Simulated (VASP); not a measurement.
Write the native input for VASP 6.6.1 that does the following.

* Task: single point
* Functional: PBE
* Dispersion: D3
* Potentials or basis: VASP PAW PBE potentials, release 64 (O, C, H)
* Cutoff: 400 eV
* k mesh: 1 × 1 × 1
* Occupations: gaussian, width 0.01 eV
* Spin: collinear spin, ferromagnetic start
* Starting moments: [0.5, 0.5, 0.5, 0.5] μB
* Fixed moment: 1 μB
* Further INCAR settings: ALGO = Fast; EDIFF = 1e-06; NBANDS = 20; ISYM = 0

The structure of O2CH lies in POSCAR:

```
HCO2                                    
1.0
   12.5008549775      0.0000000000      0.0000000000
    0.0000000000     13.0008549775      0.0000000000
    0.0000000000      0.0000000000     13.5008549775
  O               C               H             
     2     1     1
Selective dynamics
Direct
     0.5048703041000024    0.5354628166000026    0.4133508594999995   F   F   F
     0.4255790350312328    0.4923009787624666    0.5662560215449306   T   T   T
     0.4922508209889021    0.5054041277967326    0.4995861904793927   T   T   T
     0.5753364729397550    0.4793660221624146    0.5296561260106512   T   T   T
```

These files were run (other wordings do the same):

INCAR

```
PREC = Accurate
ENCUT = 400
EDIFF = 1E-6
ISMEAR = 0
SIGMA = 0.01
LREAL = F
LASPH = T
NELM = 100
ALGO = Fast
ISIF = 2
LWAVE = F
LCHARG = F
ISPIN = 2
MAGMOM = 0.5 0.5 0.5 0.5
LORBIT = 11
NUPDOWN = 1
GGA = PE
IVDW = 11
NBANDS = 20
ISYM = 0
```

KPOINTS

```
regular mesh
0
Gamma
  1 1 1
```

Potentials or basis: VASP PAW PBE potentials, release 64 (O, C, H).

Command:

```console
$ cat potpaw_PBE.64/O/POTCAR potpaw_PBE.64/C/POTCAR potpaw_PBE.64/H/POTCAR > POTCAR
$ mpirun -np 4 vasp_gam > vasp.out
```

Results of the run:

```yaml
Largest_force: 0.037 eV/Å
Net_moment: 1.00 μB per cell
Site_moments: O +0.31; C -0.03; H +0.16 μB
Valence_electrons_inside_the_program's_atomic_spheres: O 5.09; C 2.65; H 0.58
Dispersion_energy_per_atom: -0.001 eV
```

Caveat: the standard files for N, O and F lose accuracy on very short bonds; the total moment is fixed, so each spin has its own Fermi level.

Run time: 51 s on 4 MPI ranks on Intel(R) Xeon(R) 6975P-C (Granite Rapids) (shared host), peak memory 0.62 GiB a rank.
